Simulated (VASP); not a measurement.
Here is the system:

```
CELL_PARAMETERS angstrom
      1.35165     0.78038     4.41585
     -1.35165     0.78038     4.41585
      0.00000    -1.56075     4.41585
ATOMIC_POSITIONS crystal
  Pd 0.50000 0.50000 0.50000
  Ir 0.00000 0.00000 0.00000
```

All values below come from LDA (Ceperley-Alder, Perdew-Zunger), VASP's LDA PAW potentials (set 64) (plane waves; VASP). Run with 400 eV cut-off, 18×18×18 Γ-centred mesh, tetrahedra with Blöchl corrections, potentials Pd Ir.

Unless said otherwise, spin-orbit coupling is left out, though it shifts the bands of the heavy elements here.

Problem. Estimate the energy per atom (σ→0), band gap (on the k-mesh) with the smallest direct gap where there is one.

Solution. 
```yaml
band gap (on the k-mesh): none (metal, semimetal or under 0.01 eV)
energy per atom (σ→0): -8.314 eV/atom
```

Total energies compare only between runs with the same potentials, cut-off and functional.

The structure comes from a computed database's IrPd entry (R-3m); how it stands against other phases isn't given here. It was relaxed first, which changed the volume by -6 %. The electron count is odd and the run is not spin-polarised, which forces a metal.
